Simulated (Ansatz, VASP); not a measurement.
**One calculation of TaRu, two programs**

INCAR

```
SYSTEM = TaRu
ALGO     = Normal         ! electronic algorithm
EDIFF    = 1E-8           ! SCF threshold, eV
ENCUT    = 520            ! plane-wave cutoff, eV
GGA      = CA             ! functional
ISIF     = 2              ! what is computed and relaxed
ISMEAR   = -1             ! smearing method
LASPH    = .TRUE.         ! aspherical terms in the spheres
LCHARG   = .FALSE.        ! write CHGCAR
LEFG     = .TRUE.       
LREAL    = .FALSE.        ! projectors in reciprocal space
LWAVE    = .FALSE.        ! write WAVECAR
NBANDS   = 20             ! bands
NELM     = 100            ! most SCF steps
PREC     = Accurate       ! precision mode
SIGMA    = 0.05           ! smearing width, eV
```

The input KPOINTS:

```
k-points
0
G
  11 11 11
  0 0 0
```

File POSCAR:

```
TaRu
1.0
    3.0691382063      0.0000000000      0.0000000000
    0.0000000000      3.0691382063      0.0000000000
    0.0000000000      0.0000000000      3.0691382063
Ta Ru
1 1
Direct
    0.5000000000      0.5000000000      0.5000000000
    0.0000000000      0.0000000000      0.0000000000
```

Input for Ansatz:

```yaml
crystal:
  lattice:
    - [3.0691382063, 0.0, 0.0]
    - [0.0, 3.0691382063, 0.0]
    - [0.0, 0.0, 3.0691382063]
  atoms:
    - { symbol: Ta, position: [0.5, 0.5, 0.5] }
    - { symbol: Ru, position: [0.0, 0.0, 0.0] }
kpoints:
  mp_grid: { grid: [11, 11, 11] }
  band_path:
    path:
      - [0.0, 0.0, 0.0]
      - [0.0, 0.5, 0.0]
      - [0.5, 0.5, 0.0]
      - [0.0, 0.0, 0.0]
      - [0.5, 0.5, 0.5]
      - [0.0, 0.5, 0.0]
      - [0.5, 0.5, 0.5]
      - [0.5, 0.5, 0.0]
    npoints: 6
scf:
  occupations: { method: fermi_dirac, width: 0.05 }
hamiltonian:
  xc: lda
  pseudopotentials: { kind: paw }
output:
  forces: true
  stress: true
  eigenvalues: true
  efg: { contact_densities: true }
  populations: true
```

Change from the starting cell: volume scaled by 0.9, PAW files.

Alike in both runs: task electric field gradients; functional LDA; k mesh 11 × 11 × 11; occupations fermi-dirac, width 0.05 eV; no spin polarisation.

```csv
,VASP,Ansatz
version,VASP 6.6.1,Ansatz 0.2.0
potentials or method,"VASP PAW LDA potentials, release 64 (Ta_pv, Ru_pv)","PAW with Ansatz's default frozen-core files, scalar-relativistic"
plane-wave cutoff (eV),520,420
valence electrons in the cell,25,29
```

```tsv
	VASP	Ansatz	Ansatz less VASP
pressure (GPa)	16.4	15.1	-1.31
Vzz of the field gradient on the site that differs most (V/Å²)	0.0	0.0	0.00
```

The two sets of potentials don't hold the same shells in valence. Ansatz warned: «gradients_without_spin_orbit».

Caveats: so large a pressure means that the cell lies far from this level's equilibrium, or that cutoff or potentials fall short (VASP). Spin-orbit coupling is left out, which matters for the levels of Ta.
